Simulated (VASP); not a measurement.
Input:

```
NaCl
1.0
    0.00000     2.72880     2.72880
    2.72880     0.00000     2.72880
    2.72880     2.72880     0.00000
Na Cl
1 1
Direct
  0.00000   0.00000   0.00000
  0.50000   0.50000   0.50000
```

Level of theory: LDA (Ceperley-Alder, Perdew-Zunger), VASP's LDA PAW potentials (set 64) (plane waves; VASP). Run with 500 eV cut-off, 8×8×8 Γ-centred mesh, Gaussian smearing of 0.050 eV, potentials Na_pv Cl.

**Question.** Estimate the energy per atom (σ→0), band gap (on the k-mesh) with the smallest direct gap where there is one.

**Answer.** 
```
Property                                      Value
-----------------------------------  --------------
band gap (on the k-mesh)                    5.10 eV
smallest direct gap (on the k-mesh)         5.10 eV
energy per atom (σ→0)                -3.694 eV/atom
```

Total energies compare only between runs with the same potentials, cut-off and functional.

The compound is NaCl in the rock salt structure. It was relaxed first, which changed the volume by -9 %.
